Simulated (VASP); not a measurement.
Input:

```
HfN
1.0
    3.13944     0.00000     0.00000
   -1.56972     2.71884     0.00000
    0.00000     0.00000    10.80070
Hf N
4 4
Cartesian
  0.00000   1.81256   1.26472
  1.56972   0.90628   6.66507
  1.56972   0.90628   9.53598
  0.00000   1.81256   4.13563
  0.00000   0.00000   0.00000
  0.00000   0.00000   5.40035
  0.00000   1.81256   8.10052
  1.56972   0.90628   2.70017
```

Computed with PBEsol GGA, VASP's PBE PAW potentials (set 64) (plane waves; VASP). Run with 520 eV cut-off, 13×13×4 Γ-centred mesh, tetrahedra with Blöchl corrections, potentials Hf_pv N.

For a metal the tetrahedron method with Blöchl corrections gives inexact stress and forces.

### Question
Which forces act on the atoms, in eV/Å?

### Answer

```json
[
 {"atom": "Hf1", "Fx": "0.000", "Fy": "0.000", "Fz": "-0.162"},
 {"atom": "Hf2", "Fx": "0.000", "Fy": "0.000", "Fz": "-0.162"},
 {"atom": "Hf3", "Fx": "0.000", "Fy": "0.000", "Fz": "0.162"},
 {"atom": "Hf4", "Fx": "0.000", "Fy": "0.000", "Fz": "0.162"},
 {"atom": "N5", "Fx": "0.000", "Fy": "0.000", "Fz": "0.000"},
 {"atom": "N6", "Fx": "0.000", "Fy": "0.000", "Fz": "0.000"},
 {"atom": "N7", "Fx": "0.000", "Fy": "0.000", "Fz": "0.000"},
 {"atom": "N8", "Fx": "0.000", "Fy": "0.000", "Fz": "0.000"}
]
```

### Question
Give the stress tensor in GPa (positive for a compressed cell).

### Answer

```
0.18  0.00  0.00
0.00  0.18  0.00
0.00  0.00  0.02
```
The pressure is its mean diagonal, 0.13 GPa.

The structure was generated: HfN was put into the TiAs type (P6_3/mmc), which need not be its known phase. It was relaxed first, which changed the volume by -27 %.
